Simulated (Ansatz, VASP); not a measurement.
# Si23BHO48 (B-H pair in alpha-quartz): VASP beside Ansatz, part 2 of 3

Aim: how closely do two programs agree when they are given the same cell, functional and k mesh? The cell is taken from a series of runs on this material, whose earlier steps may have relaxed, scaled, displaced or heated it; both programs get it as it stands.

VASP 6.6.1 and Ansatz 0.2.0.

So far: Starting point; Ansatz: single point, r2SCAN, pair 1.

**3. VASP: single point, r2SCAN, pair 1**

Level of this step: r2SCAN; plane waves and PAW (Si, O, B, H) (VASP).

The same cell, functional, mesh and smearing now go to VASP, with its own data sets.

Lines of VASP's logs that name or quote its potential files are left out, and so is its time.

Input file INCAR:

```
SYSTEM = Si23BHO48
PREC = Accurate
ENCUT = 580
EDIFF = 1E-06
NELM = 120
ISMEAR = -1
SIGMA = 0.01
LREAL = Auto
ALGO = Normal
METAGGA = R2SCAN
LASPH = .TRUE.
NBANDS = 248
LORBIT = 11
LWAVE = .FALSE.
LCHARG = .FALSE.
ISIF = 2
ISYM = 0
GGA_COMPAT = .FALSE.
EFERMI = MIDGAP
LMIXTAU = .TRUE.
NCORE = 2
```

Input file POSCAR:

```
Si23BHO48
1.0
    9.8440549043      0.0000000000      0.0000000000
   -4.9220274522      8.5252016234      0.0000000000
    0.0000000000      0.0000000000     10.8302853328
Si O B H
23 48 1 1
Direct
    0.2257303013      0.9883770099      0.3311940809
    0.0018299102      0.2405340742      0.1693101689
    0.2650933187      0.2682877456      0.9988300801
    0.2349834676      0.0018254535      0.8347321169
    0.0093353575      0.2472502334      0.6671350858
    0.2408292228      0.4955660747      0.3427007860
    0.9955697541      0.7217130246      0.1608448913
    0.2712486902      0.7703896254      0.9999641766
    0.2458310224      0.5091755209      0.8309538474
    0.0032046651      0.7338221775      0.6686385848
    0.2690866455      0.7666977563      0.5022453727
    0.7393396514      0.0006017508      0.3339628494
    0.4953488665      0.2322926601      0.1670896458
    0.7655859248      0.2690110695      0.0025146916
    0.7482361145      0.0076810770      0.8337338897
    0.4900722845      0.2402321205      0.6636831420
    0.7616154827      0.2658761394      0.5001096265
    0.7340411579      0.4965958799      0.3289810389
    0.5006872979      0.7313916867      0.1716689018
    0.7660198589      0.7660820092      0.9995831276
    0.7322501517      0.5009691925      0.8321960608
    0.5101772173      0.7420897478      0.6649052489
    0.7744428660      0.7672739442      0.4961118531
    0.1772682017      0.1126852157      0.3825771393
    0.3590528544      0.0712287981      0.2266556854
    0.4252882600      0.2936559032      0.0598690537
    0.1320094557      0.2118631067      0.1039840089
    0.0778853355      0.3621786913      0.2828530348
    0.3016833455      0.4284993270      0.4519545850
    0.2049986624      0.1356876574      0.8923297760
    0.3620446097      0.0755173515      0.7245476499
    0.4152991986      0.3048143493      0.5625734517
    0.1513432412      0.2336065178      0.6052639185
    0.0799765945      0.3803119002      0.7732760235
    0.2985983736      0.4323114127      0.9390230220
    0.2129298306      0.6323633586      0.3976349569
    0.3697667625      0.5682040780      0.2324717957
    0.4274847741      0.7957493920      0.0687239126
    0.1292243590      0.6963047477      0.0983481192
    0.0694750098      0.8428571449      0.2741101965
    0.2922794261      0.9260844358      0.4407003963
    0.2260137162      0.6494163316      0.8865965680
    0.3784010452      0.5778611683      0.7240291585
    0.4338703688      0.8015121582      0.5613838430
    0.1386194429      0.7066659792      0.6107893648
    0.0730954733      0.8628057455      0.7779961968
    0.2980719700      0.9342434631      0.9438388339
    0.7074574427      0.1300801976      0.3965912974
    0.8649434721      0.0754022982      0.2232341878
    0.9279758464      0.3054942237      0.0676286538
    0.6283812963      0.2030497619      0.1060001854
    0.5682974920      0.3616612799      0.2758421360
    0.7974906837      0.4279126859      0.4355381026
    0.7187836274      0.1409127990      0.8932872861
    0.8844524579      0.0818159293      0.7294978277
    0.9207909952      0.2943010655      0.5651699373
    0.6220951712      0.2126367284      0.5992661098
    0.5691597180      0.3684711466      0.7732325957
    0.7887151811      0.4287279611      0.9415208573
    0.7160618431      0.6377474876      0.3875232365
    0.8573325873      0.5586691726      0.2154999594
    0.9270890621      0.7907693872      0.0585098380
    0.6335740129      0.7060394352      0.1062728897
    0.5769329599      0.8601562109      0.2810121458
    0.8131377393      0.9342112324      0.4362771959
    0.7067737699      0.6378696692      0.8896865309
    0.8647724688      0.5716563671      0.7250700752
    0.9347647750      0.7945725546      0.5587649516
    0.6411195025      0.7127828394      0.6008011485
    0.5877174154      0.8742591064      0.7711830589
    0.7998118197      0.9314524875      0.9430240594
    0.2863195582      0.3181303572      0.5362899846
    0.0488563077      0.0549336770      0.4229495126
```

Input file KPOINTS:

```
Points of the shifted mesh
1
Reciprocal
 0.2500000000  0.2500000000  0.2500000000 1
```

Potentials, in the order of the species: Si, O, B and H (PBE family, release 64).

The run is started by

```sh
$ mpirun -np 8 vasp_std
```

Numbers of over 12 decimals in the logs are rounded to 6 here.

Output:

```text
[banner, memory and clock lines left out]
running    8 mpi-ranks, on    1 nodes
[...]
|                                                                             |
|               ----> ADVICE to this user running VASP <----                  |
|                                                                             |
|     You enforced a specific xc type in the INCAR file but a different       |
|     [... a line on the potential file left out ...]
|     I HOPE YOU KNOW WHAT YOU ARE DOING!                                     |
|                                                                             |

 LDA part: xc-table for (None), standard interpolation
 POSCAR, INCAR and KPOINTS ok, starting setup
[...]
entering main loop
       N       E                     dE             d eps       ncg     rms          rms(c)
DAV:   1     0.241977009850E+04    0.24198E+04   -0.21867E+05   496   0.160E+03
DAV:   2    -0.681295809723E+03   -0.31011E+04   -0.30239E+04   576   0.358E+02
DAV:   3    -0.901044231426E+03   -0.21975E+03   -0.21851E+03   600   0.991E+01
DAV:   4    -0.904527412649E+03   -0.34832E+01   -0.34695E+01   592   0.133E+01
[...]
DAV:  22    -0.715264844106E+03   -0.24479E-05   -0.14455E-06   408   0.478E-03    0.192E-03
DAV:  23    -0.715264842647E+03    0.14589E-05   -0.52463E-07   336   0.225E-03    0.104E-03
DAV:  24    -0.715264843497E+03   -0.85018E-06   -0.35155E-07   336   0.205E-03
   1 F= -.71526484E+03 E0= -.71526484E+03  d E =0.000000E+00
```

From OUTCAR (step 3):

```text
  Total       -6.8844191     -0.5363018     -1.6303459     -3.0890100      3.3109808      1.5392493
  in kB      -12.1355454     -0.9453688     -2.8739007     -5.4451683      5.8364485      2.7133196
  external PRESSURE =      -5.3182716 kB  Pullay stress =       0.0000000 kB

 POSITION                                       TOTAL-FORCE (eV/Angst)
 -----------------------------------------------------------------------------------
     -2.64272      8.42611      3.58693        -0.182700      0.006629      0.110555
     -1.16590      2.05060      1.83368         0.080023      0.022187     -0.001052
      1.28907      2.28721     10.81761         0.008416      0.004282      0.033506
      2.30421      0.01556      9.04039        -0.006857      0.013279      0.004378
     -1.12507      2.10786      7.22526         0.042441      0.024263      0.014742
     -0.06845      4.22480      3.71155         0.008367     -0.051469      0.025281
      6.24815      6.15275      1.74200         0.037645      0.031107      0.045080
     -1.12169      6.56773     10.82990        -0.006025      0.025106      0.014444
     -0.08620      4.34082      8.99947        -0.012396      0.000736      0.019541
     -3.58035      6.25598      7.24155         0.062974     -0.021853      0.041477
     -1.12480      6.53625      5.43946        -0.032234      0.077710     -0.055983
      7.27514      0.00513      3.61691        -0.228746      0.119728     -0.237172
      3.73289      1.98034      1.80963        -0.044962     -0.074316      0.034200
      6.21239      2.29337      0.02723        -0.003945      0.019432      0.013843
[...]
-----------------------------------------------------------------------------------
    total drift:                               -0.012763     -0.015093     -0.005018

  FREE ENERGIE OF THE ION-ELECTRON SYSTEM (eV)
  ---------------------------------------------------
  free  energy   TOTEN  =      -715.2648434974 eV

  energy  without entropy=     -715.2648434974  energy(sigma->0) =     -715.26484350

[... 3 further parts left out ...]
[key lines of the parts left out:]
E-fermi :   4.2023
```

The run ends at a pressure of -0.53 GPa, with forces up to 5.0 eV/Å.

**4. Differences**

Known differences besides the potentials themselves: VASP keeps PBE cores, Ansatz makes them for the functional; the cutoff is 500 eV in Ansatz and 580 eV in VASP (PREC = Accurate, projectors in real space). Total energies have different zeros and are not compared.

The two programs side by side:

```
              quantity  Ansatz   VASP  difference
gap on the k mesh (eV)   7.076  7.072      +0.004
```

Forces on 7 of the 73 atoms, those with the largest forces and the largest differences (eV/Å; atoms numbered as in POSCAR):

```
atom         Ansatz x, y, z           VASP x, y, z
 Si1   -0.219, 0.006, 0.115   -0.183, 0.007, 0.111
Si12  -0.203, 0.119, -0.237  -0.229, 0.120, -0.237
Si23   0.076, -0.302, 0.114   0.083, -0.295, 0.115
 O24  -4.295, -1.750, 1.929  -4.277, -1.691, 1.927
 O65    0.226, 0.171, 0.055    0.232, 0.180, 0.051
 B72  0.023, -0.081, -0.111  0.063, -0.073, -0.157
 H73   4.240, 1.889, -1.950   4.152, 1.866, -1.912
```

The forces differ by 13 meV/Å r.m.s., which is 2.7 % of the r.m.s. force of 0.477 eV/Å (both taken over all components). A gap on the mesh is an upper bound, since the band edges may lie between its points.

**5. Ansatz: single point, r2SCAN, pair 2**

With cell and atoms fixed, the geometry can't cause a difference; cores, projectors, grids and the points listed under the comparison can.

The cell is taken from a series of runs on this material, whose earlier steps may have relaxed, scaled, displaced or heated it; both programs get it as it stands.

Input file input.yaml:

```yaml
crystal:
  lattice:
    - [9.8440549, 0.0, 0.0]
    - [-4.92202745, 8.52520162, 0.0]
    - [0.0, 0.0, 10.83028533]
  atoms:
    - { symbol: Si, position: [0.225736013, -0.011621496, 0.331191769] }
    - { symbol: Si, position: [0.00182991, 0.240534074, 0.169310169] }
    - { symbol: Si, position: [0.265093319, 0.268287746, -0.00116992] }
    - { symbol: O, position: [0.177764032, 0.112889405, 0.382417206] }
    - { symbol: O, position: [0.359052854, 0.071228798, 0.226655685] }
    - { symbol: O, position: [0.42528826, 0.293655903, 0.059869054] }
    - { symbol: O, position: [0.132009456, 0.211863107, 0.103984009] }
    - { symbol: O, position: [0.077885336, 0.362178691, 0.282853035] }
    - { symbol: O, position: [0.301683346, 0.428499327, 0.451954585] }
    - { symbol: Si, position: [0.234983468, 0.001825453, 0.834732117] }
    - { symbol: Si, position: [0.009335357, 0.247250233, 0.667135086] }
    - { symbol: B, position: [0.286319558, 0.318130357, 0.536289985] }
    - { symbol: O, position: [0.204998662, 0.135687657, 0.892329776] }
    - { symbol: O, position: [0.36204461, 0.075517352, 0.72454765] }
    - { symbol: O, position: [0.415299199, 0.304814349, 0.562573452] }
    - { symbol: O, position: [0.151346542, 0.233607425, 0.605262032] }
    - { symbol: O, position: [0.079976594, 0.3803119, 0.773276024] }
    - { symbol: O, position: [0.298598374, 0.432311413, 0.939023022] }
    - { symbol: Si, position: [0.240829223, 0.495566075, 0.342700786] }
    - { symbol: Si, position: [-0.004430246, 0.721713025, 0.160844891] }
    - { symbol: Si, position: [0.27124869, 0.770389625, -3.5823e-05] }
    - { symbol: O, position: [0.212929831, 0.632363359, 0.397634957] }
    - { symbol: O, position: [0.369766762, 0.568204078, 0.232471796] }
    - { symbol: O, position: [0.427484774, 0.795749392, 0.068723913] }
    - { symbol: O, position: [0.129224359, 0.696304748, 0.098348119] }
    - { symbol: O, position: [0.06947501, 0.842857145, 0.274110197] }
    - { symbol: O, position: [0.292279426, 0.926084436, 0.440700396] }
    - { symbol: Si, position: [0.245831022, 0.509175521, 0.830953847] }
    - { symbol: Si, position: [0.003204665, 0.733822177, 0.668638585] }
    - { symbol: Si, position: [0.269086646, 0.766697756, 0.502245373] }
    - { symbol: O, position: [0.226013716, 0.649416332, 0.886596568] }
    - { symbol: O, position: [0.378401045, 0.577861168, 0.724029159] }
    - { symbol: O, position: [0.433870369, 0.801512158, 0.561383843] }
    - { symbol: O, position: [0.138619443, 0.706665979, 0.610789365] }
    - { symbol: O, position: [0.073095473, 0.862805745, 0.777996197] }
    - { symbol: O, position: [0.29807197, 0.934243463, 0.943838834] }
    - { symbol: Si, position: [0.739339651, 0.000601751, 0.333962849] }
    - { symbol: Si, position: [0.495348866, 0.23229266, 0.167089646] }
    - { symbol: Si, position: [0.765585925, 0.26901107, 0.002514692] }
    - { symbol: O, position: [0.707457443, 0.130080198, 0.396591297] }
    - { symbol: O, position: [0.864943472, 0.075402298, 0.223234188] }
    - { symbol: O, position: [0.927975846, 0.305494224, 0.067628654] }
    - { symbol: O, position: [0.628381296, 0.203049762, 0.106000185] }
    - { symbol: O, position: [0.568297492, 0.36166128, 0.275842136] }
    - { symbol: O, position: [0.797490684, 0.427912686, 0.435538103] }
    - { symbol: Si, position: [0.748236114, 0.007681077, 0.83373389] }
    - { symbol: Si, position: [0.490072285, 0.240232121, 0.663683142] }
    - { symbol: Si, position: [0.761615483, 0.265876139, 0.500109626] }
    - { symbol: O, position: [0.718783627, 0.140912799, 0.893287286] }
    - { symbol: O, position: [0.884452458, 0.081815929, 0.729497828] }
    - { symbol: O, position: [0.920790995, 0.294301065, 0.565169937] }
    - { symbol: O, position: [0.622095171, 0.212636728, 0.59926611] }
    - { symbol: O, position: [0.569159718, 0.368471147, 0.773232596] }
    - { symbol: O, position: [0.788715181, 0.428727961, 0.941520857] }
    - { symbol: Si, position: [0.734041158, 0.49659588, 0.328981039] }
    - { symbol: Si, position: [0.500687298, 0.731391687, 0.171668902] }
    - { symbol: Si, position: [0.766019859, 0.766082009, -0.000416872] }
    - { symbol: O, position: [0.716061843, 0.637747488, 0.387523237] }
    - { symbol: O, position: [0.857332587, 0.558669173, 0.215499959] }
    - { symbol: O, position: [0.927089062, 0.790769387, 0.058509838] }
    - { symbol: O, position: [0.633574013, 0.706039435, 0.10627289] }
    - { symbol: O, position: [0.57693296, 0.860156211, 0.281012146] }
    - { symbol: O, position: [0.813127971, 0.934205218, 0.4362756] }
    - { symbol: Si, position: [0.732250152, 0.500969193, 0.832196061] }
    - { symbol: Si, position: [0.510177217, 0.742089748, 0.664905249] }
    - { symbol: Si, position: [0.774442866, 0.767273944, 0.496111853] }
    - { symbol: O, position: [0.70677377, 0.637869669, 0.889686531] }
    - { symbol: O, position: [0.864772469, 0.571656367, 0.725070075] }
    - { symbol: O, position: [0.934764775, 0.794572555, 0.558764952] }
    - { symbol: O, position: [0.641119503, 0.712782839, 0.600801148] }
    - { symbol: O, position: [0.587717415, 0.874259106, 0.771183059] }
    - { symbol: O, position: [0.79981182, 0.931452487, 0.943024059] }
    - { symbol: H, position: [0.040898977, 0.051521501, 0.425497807] }
basis:
  ecutwfc: 500
  xc_grid: 2
hamiltonian:
  xc: r2scan
kpoints:
  mp_grid: { grid: [1, 1, 1], shift: [0.25, 0.25, 0.25] }
scf:
  occupations: { method: fermi_dirac, width: 0.01 }
  max_iter: 120
output:
  forces: true
checkpoint:
  read: "../relax.run"
```

The run is started by

```sh
$ ansatz run input.yaml --threads 4 --pin off --max-ram 7536MiB --backend cpu --events-out ev --progress --plain --runs-dir out
```

Output:

```text
[...]
Crystal: 73 atoms, lattice volume = 908.905 Å³
Basis set: ecut = 500 eV, 23025 PW (Γ), exchange–correlation on 144×144×160 points (8 copies of the dense FFT grid, shifted against one another)
Bands: 265, of which v1, the nominal top of the filled ones, is band 192 counted from 1 (191 counted from 0)
Symmetry: 1 space group operations
[...]
k-points: 1
[...]
atom   5  O      0.14629267     0.02978956    -0.13079993
  atom   6  O     -0.00079948     0.01475770    -0.02074020
  atom   7  O     -0.02516481     0.00750833    -0.02449261
  atom   8  O     -0.03093299    -0.00255853    -0.01421400
[...]
atom  70  O      0.04879244     0.06411125    -0.08239162
  atom  71  O      0.01138313    -0.00375329    -0.01526374
  atom  72  O     -0.00762641     0.00444158    -0.00962920
  atom  73  H      4.45238546     1.93477398    -2.08881664
  max |Σ_I F_I| component: 1.94e-3 eV/Å
[key lines of the parts left out:]
SCF converged after 8 iterations
Free energy (F): -42252.958044 eV
Fermi energy:    5.585756 eV
```

**6. VASP: single point, r2SCAN, pair 2**

The same cell, functional, mesh and smearing now go to VASP, with its own data sets.

INCAR is that of step 3.

Edit POSCAR of step 3 so:

```diff
@@ -8,3 +8,3 @@
 Direct
-    0.2257303013      0.9883770099      0.3311940809
+    0.2257360125      0.9883785045      0.3311917686
     0.0018299102      0.2405340742      0.1693101689
@@ -31,3 +31,3 @@
     0.7744428660      0.7672739442      0.4961118531
-    0.1772682017      0.1126852157      0.3825771393
+    0.1777640323      0.1128894050      0.3824172064
     0.3590528544      0.0712287981      0.2266556854
@@ -40,3 +40,3 @@
     0.4152991986      0.3048143493      0.5625734517
-    0.1513432412      0.2336065178      0.6052639185
+    0.1513465421      0.2336074250      0.6052620318
     0.0799765945      0.3803119002      0.7732760235
@@ -72,3 +72,3 @@
     0.5769329599      0.8601562109      0.2810121458
-    0.8131377393      0.9342112324      0.4362771959
+    0.8131279714      0.9342052177      0.4362756002
     0.7067737699      0.6378696692      0.8896865309
@@ -80,2 +80,2 @@
     0.2863195582      0.3181303572      0.5362899846
-    0.0488563077      0.0549336770      0.4229495126
+    0.0408989771      0.0515215015      0.4254978074
```

KPOINTS is that of step 3.

The run is started by

```sh
$ mpirun -np 8 vasp_std
```

Output:

```text
[banner, memory and clock lines left out]
running    8 mpi-ranks, on    1 nodes
[...]
[... a notice as in an earlier step ...]

 LDA part: xc-table for (None), standard interpolation
 POSCAR, INCAR and KPOINTS ok, starting setup
[...]
entering main loop
       N       E                     dE             d eps       ncg     rms          rms(c)
DAV:   1     0.241924530130E+04    0.24192E+04   -0.21866E+05   496   0.160E+03
DAV:   2    -0.679957924105E+03   -0.30992E+04   -0.30227E+04   584   0.358E+02
DAV:   3    -0.900685762629E+03   -0.22073E+03   -0.21949E+03   600   0.990E+01
DAV:   4    -0.904168273886E+03   -0.34825E+01   -0.34693E+01   592   0.132E+01
[...]
DAV:  23    -0.714865087923E+03    0.12478E-05   -0.55576E-07   336   0.223E-03    0.120E-03
DAV:  24    -0.714865089012E+03   -0.10885E-05   -0.32083E-07   336   0.193E-03    0.618E-04
DAV:  25    -0.714865089164E+03   -0.15238E-06   -0.75920E-08   296   0.849E-04
   1 F= -.71486509E+03 E0= -.71486509E+03  d E =0.000000E+00
```

OUTCAR, selected parts (step 6):

```text
  Total       -7.5762031     -0.5353902     -1.6623778     -3.5185688      3.3467157      1.8642276
  in kB      -13.3549911     -0.9437619     -2.9303650     -6.2023754      5.8994404      3.2861768
  external PRESSURE =      -5.7430393 kB  Pullay stress =       0.0000000 kB

 POSITION                                       TOTAL-FORCE (eV/Angst)
 -----------------------------------------------------------------------------------
     -2.64267      8.42613      3.58690        -0.276345      0.042633      0.160731
     -1.16590      2.05060      1.83368         0.110962      0.038316      0.002924
      1.28907      2.28721     10.81761         0.009812     -0.000882      0.045578
      2.30421      0.01556      9.04039        -0.002671      0.019850      0.006194
     -1.12507      2.10786      7.22526         0.064182      0.043254      0.023476
     -0.06845      4.22480      3.71155         0.012438     -0.069816      0.035969
      6.24815      6.15275      1.74200         0.048963      0.054317      0.067333
     -1.12169      6.56773     10.82990        -0.015943      0.026296      0.019826
     -0.08620      4.34082      8.99947        -0.012320     -0.001707      0.025242
     -3.58035      6.25598      7.24155         0.086698     -0.022936      0.056551
     -1.12480      6.53625      5.43946        -0.051823      0.101744     -0.080620
      7.27514      0.00513      3.61691        -0.325881      0.186565     -0.359820
      3.73289      1.98034      1.80963        -0.067386     -0.099916      0.049488
      6.21239      2.29337      0.02723        -0.008139      0.021344      0.019248
[...]
-----------------------------------------------------------------------------------
    total drift:                               -0.012782     -0.015084     -0.004661

  FREE ENERGIE OF THE ION-ELECTRON SYSTEM (eV)
  ---------------------------------------------------
  free  energy   TOTEN  =      -714.8650891643 eV

  energy  without entropy=     -714.8650891643  energy(sigma->0) =     -714.86508916

[... 2 parts as in an earlier step ...]

[... 1 further part left out ...]
[key lines of the parts left out:]
E-fermi :   4.1275
```

The run ends at a pressure of -0.57 GPa, with forces up to 5.3 eV/Å.

[end of part 2 of 3]

[Lines on the potential files, build, host, timing and source positions are cut from VASP's logs without a mark.]

[Logs are printed without paths, hosts, clocks, repeated set-up lines and the standing remarks that a program may print on its own settings, such as how far it seeks lower states.]

[Hosts, paths, dates, database ids (printed as entryN), source tags and the programs' standing remarks are cut or masked in the printed files.]
